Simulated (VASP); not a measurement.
Input for VASP

**KPOINTS**
```
Regular mesh
0
Gamma
  6 6 6
```

### INCAR
```
! general
SYSTEM  = ZnGeP2
PREC    = Accurate
ENCUT   = 500
LREAL   = .FALSE.
LASPH   = .TRUE.

! electronic loop
EDIFF   = 1E-6
NELM    = 100
ALGO    = Normal
LMAXMIX = 4

! smearing
ISMEAR  = 0
SIGMA   = 0.05

! functional
GGA     = PE

! ions
IBRION  = 2
NSW     = 40
ISIF    = 3
EDIFFG  = -0.02

! output
LWAVE   = .FALSE.
LCHARG  = .FALSE.
```

File POSCAR:
```
ZnGeP2
1
   -2.7513196416     2.7513196416     5.4087156592
    2.7513196416    -2.7513196416     5.4087156592
    2.7513196416     2.7513196416    -5.4087156592
Zn Ge P
2 2 4
Direct
  0.0000000000   0.0000000000   0.0000000000
  0.7500000000   0.2500000000   0.5000000000
  0.5000000000   0.5000000000   0.0000000000
  0.2500000000   0.7500000000   0.5000000000
  0.8750000000   0.8707994515   0.4957994515
  0.1292005485   0.6250000000   0.0042005485
  0.3750000000   0.3792005485   0.5042005485
  0.6207994515   0.1250000000   0.9957994515
```

POTCAR, in this order: Zn Ge_d P (PBE.64 set). Program: vasp_std.

Problem. Translate this PBE calculation to Ansatz.

Solution. One equivalent input (not run):
Ansatz 0.2 input:
```yaml
crystal:
  lattice:
    - [-2.7513196, 2.7513196, 5.4087157]
    - [2.7513196, -2.7513196, 5.4087157]
    - [2.7513196, 2.7513196, -5.4087157]
  atoms:
    - { symbol: Zn, position: [0.0000000, 0.0000000, 0.0000000] }
    - { symbol: Zn, position: [0.7500000, 0.2500000, 0.5000000] }
    - { symbol: Ge, position: [0.5000000, 0.5000000, 0.0000000] }
    - { symbol: Ge, position: [0.2500000, 0.7500000, 0.5000000] }
    - { symbol: P, position: [0.8750000, 0.8707995, 0.4957995] }
    - { symbol: P, position: [0.1292005, 0.6250000, 0.0042005] }
    - { symbol: P, position: [0.3750000, 0.3792005, 0.5042005] }
    - { symbol: P, position: [0.6207995, 0.1250000, 0.9957995] }
kpoints:
  mp_grid: { grid: [6, 6, 6] }
hamiltonian:
  xc: pbe
  pseudopotentials: { kind: paw }
scf:
  occupations: { method: gaussian, width: 0.05 }
  max_iter: 100
relax:
  max_steps: 40
  f_tol: 0.02
  cell: {}
output: { forces: true, stress: true, eigenvalues: true }
```
Limits of the translation: each code has its own PAW files, so the cut-off isn't converted (ENCUT is set for VASP's; basis.ecutwfc is left out, and Ansatz then takes the one that its files recommend); Ansatz stops its SCF on the density residual and VASP on the energy change (EDIFF).

The compound is ZnGeP2 in the chalcopyrite structure. This run relaxes it. Symmetry was kept, so distortions that lower it aren't found.
